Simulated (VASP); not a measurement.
Data:

```
La
1.0
    1.88988    -3.27337     0.00000
    1.88988     3.27337     0.00000
    0.00000     0.00000    12.08061
La
4
Direct
  0.00000   0.00000   0.50000
  0.00000   0.00000   0.00000
  0.33333   0.66667   0.25000
  0.66667   0.33333   0.75000
```

Level of theory: PBE GGA with D4 dispersion, VASP's PBE PAW potentials (set 64) (plane waves; VASP). Run with 520 eV cut-off, 10×10×3 Γ-centred mesh, first-order Methfessel-Paxton smearing of 0.10 eV, potentials La.

### Question
Give the stress tensor in GPa (positive for a compressed cell).

### Answer

```
-1.19   0.00   0.00
 0.00  -1.19   0.00
 0.00   0.00  -1.23
```
The pressure is its mean diagonal, -1.20 GPa.

The compound is La in the dhcp structure. This cell is one point of a volume scan, at 1.06 of the reference volume.
